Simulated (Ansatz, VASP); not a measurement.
AlSn in VASP and in Ansatz

```xyz
2
Lattice="4.3072 0.0000 0.0000 -2.1536 3.7301 0.0000 0.0000 0.0000 3.3928" Properties=species:S:1:pos:R:3 pbc="T T T"
Al    0.0000    0.0000    0.0000
Sn    0.0000    2.4868    1.6964
```

Alike in both runs: task relaxation of cell and atoms; functional PBE; k mesh 9 × 9 × 10; occupations fermi-dirac, width 0.05 eV; no spin polarisation.

|  | VASP | Ansatz |
| --- | --- | --- |
| version | VASP 6.6.1 | Ansatz 0.2.0 |
| potentials or method | VASP PAW PBE potentials, release 64 (Al, Sn_d) | PAW with Ansatz's default frozen-core files, scalar-relativistic |
| plane-wave cutoff (eV) | 600 | 420 |
| valence electrons in the cell | 17 | 17 |

|  | VASP | Ansatz | Ansatz less VASP |
| --- | --- | --- | --- |
| relaxed volume (Å³/atom) | 25.25 | 25.28 | +0.026 |
| relaxed cell length with the largest relative difference (Å) | 4.236 | 4.239 | +0.0030 |
| energy change over the relaxation (meV/atom) | -27 | -27 | +0.3 |

Ansatz warned: «gradients_without_spin_orbit».
